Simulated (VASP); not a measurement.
These are r2SCAN meta-GGA, VASP's PBE PAW potentials (set 64) (plane waves; VASP 6.6.1) values and carry that method's errors.

VASP ran on this input.

**KPOINTS**
```
kpoints
0
Gamma
11 11 11
0 0 0
```

**INCAR**
```
# general
SYSTEM   =  Ni
PREC     =  Accurate
ENCUT    =  400
LREAL    =  F
LASPH    =  T

# electronic loop
EDIFF    =  1E-6
NELM     =  100
ALGO     =  Normal
LMAXMIX  =  4
LMIXTAU  =  T

# smearing
ISMEAR   =  1
SIGMA    =  0.1

# functional
METAGGA  =  R2SCAN

# spin
ISPIN    =  2
MAGMOM   =  2*-0.9

# ions
IBRION   =  2
NSW      =  60
ISIF     =  3
EDIFFG   =  -0.01

# output
LWAVE    =  F
LCHARG   =  F
LORBIT   =  10
```

File POSCAR:
```
Ni
1.0
  0.0000000000   2.5055015494   2.5055015494
  2.5055015494   0.0000000000   2.5055015494
  2.5055015494   2.5055015494   0.0000000000
Ni
2
direct
  0.7500000000   0.7500000000   0.7500000000
  0.5000000000   0.5000000000   0.5000000000
```

POTCAR, in this order: Ni (PBE.64 set). Program: vasp_std.

Output of the run:

### OSZICAR
```
       N       E                     dE             d eps       ncg     rms          rms(c)
DAV:   1     0.741531638568E+02    0.74153E+02   -0.83561E+03  3368   0.147E+03
DAV:   2    -0.235510790119E+02   -0.97704E+02   -0.92146E+02  3374   0.258E+02
DAV:   3    -0.260542878367E+02   -0.25032E+01   -0.24691E+01  3815   0.600E+01
DAV:   4    -0.260821285113E+02   -0.27841E-01   -0.27836E-01  4604   0.525E+00
DAV:   5    -0.260825090836E+02   -0.38057E-03   -0.38057E-03  3998   0.533E-01    0.134E+01
DAV:   6    -0.236809842079E+02    0.24015E+01   -0.32225E+01  3724   0.110E+02    0.167E+01
DAV:   7    -0.213206118827E+02    0.23604E+01   -0.93281E+00  3801   0.493E+01    0.255E+00
DAV:   8    -0.213698442869E+02   -0.49232E-01   -0.35027E-01  4088   0.937E+00    0.206E+00
DAV:   9    -0.213799125192E+02   -0.10068E-01   -0.52405E-02  3661   0.303E+00    0.114E+00
DAV:  10    -0.213765970217E+02    0.33155E-02   -0.28250E-02  4197   0.291E+00    0.315E-01
DAV:  11    -0.213783527506E+02   -0.17557E-02   -0.10779E-02  4120   0.174E+00    0.281E-01
DAV:  12    -0.213782398723E+02    0.11288E-03   -0.35604E-03  3977   0.104E+00    0.770E-02
DAV:  13    -0.213783266546E+02   -0.86782E-04   -0.21009E-04  3993   0.203E-01    0.311E-02
DAV:  14    -0.213783584406E+02   -0.31786E-04   -0.13832E-05  3702   0.574E-02    0.233E-02
DAV:  15    -0.213783434250E+02    0.15016E-04   -0.32875E-05  4167   0.999E-02    0.150E-02
DAV:  16    -0.213783460468E+02   -0.26218E-05   -0.21485E-06  2961   0.200E-02    0.742E-03
DAV:  17    -0.213783460842E+02   -0.37403E-07   -0.16283E-06  2130   0.225E-02
   1 F= -.21378346E+02 E0= -.21378622E+02  d E =-.213783E+02  mag=    -1.6993
       N       E                     dE             d eps       ncg     rms          rms(c)
DAV:   1    -0.213838750427E+02   -0.55290E-02   -0.51931E-02  3507   0.405E+00    0.664E-01
DAV:   2    -0.213814620408E+02    0.24130E-02   -0.55241E-02  3731   0.425E+00    0.566E-01
DAV:   3    -0.213784547940E+02    0.30072E-02   -0.13385E-02  3731   0.213E+00    0.110E-01
DAV:   4    -0.213784081401E+02    0.46654E-04   -0.73026E-05  3785   0.938E-02    0.493E-02
DAV:   5    -0.213783838044E+02    0.24336E-04   -0.31257E-05  4122   0.665E-02    0.119E-02
DAV:   6    -0.213783841416E+02   -0.33719E-06   -0.30589E-06  3604   0.184E-02
   2 F= -.21378384E+02 E0= -.21378684E+02  d E =-.380574E-04  mag=    -1.7006
```

### OUTCAR
```
------------------------ aborting loop because EDIFF is reached ----------------------------------------
  FORCE on cell =-STRESS in cart. coord.  units (eV):
  Direction    XX          YY          ZZ          XY          YZ          ZX
  --------------------------------------------------------------------------------------
  Total       -0.0045730     -0.0045730     -0.0045730      0.0000000     -0.0000000     -0.0000000
  in kB       -0.2321016     -0.2321016     -0.2321016      0.0000000     -0.0000000     -0.0000000
  external PRESSURE =      -0.2321016 kB  Pullay stress =       0.0000000 kB
  volume of cell :       31.57
      direct lattice vectors                 reciprocal lattice vectors
    -0.000000000  2.508416905  2.508416905    -0.199328907  0.199328907  0.199328907
     2.508416905  0.000000000  2.508416905     0.199328907 -0.199328907  0.199328907
     2.508416905  2.508416905  0.000000000     0.199328907  0.199328907 -0.199328907
 POSITION                                       TOTAL-FORCE (eV/Angst)
 -----------------------------------------------------------------------------------
      3.76263      3.76263      3.76263        -0.000000     -0.000000     -0.000000
      2.50842      2.50842      2.50842         0.000000      0.000000      0.000000
 -----------------------------------------------------------------------------------
    total drift:                               -0.000000      0.000000      0.000000
  FREE ENERGIE OF THE ION-ELECTRON SYSTEM (eV)
  ---------------------------------------------------
  free  energy   TOTEN  =       -21.3783841416 eV

  energy  without entropy=      -21.3792823657  energy(sigma->0) =      -21.37868355

 total charge

# of ion       s       p       d       tot
------------------------------------------
    1        0.577   0.386   8.350   9.312
    2        0.577   0.386   8.350   9.312
--------------------------------------------------
tot          1.153   0.772  16.699  18.625

 magnetization (x)

# of ion       s       p       d       tot
------------------------------------------
    1        0.024   0.030  -0.906  -0.852
    2        0.024   0.030  -0.906  -0.852
--------------------------------------------------
tot          0.047   0.061  -1.811  -1.703

 reached required accuracy - stopping structural energy minimisation
```
(Selected blocks of OUTCAR.)

**CONTCAR**
```
Ni
   1.00000000000000
    -0.0000000000000000    2.5084169052560261    2.5084169052560261
     2.5084169052560261    0.0000000000000000    2.5084169052560261
     2.5084169052560261    2.5084169052560261    0.0000000000000000
  Ni
     2
Direct
     0.7500000000000000    0.7500000000000000    0.7500000000000000
     0.5000000000000000    0.5000000000000000    0.5000000000000000
```

The structure was generated: Ni was put into the diamond type (Fd-3m), which need not be its known phase. This run relaxes it. Symmetry was kept, so distortions that lower it aren't found. The start is the result of an earlier pass.
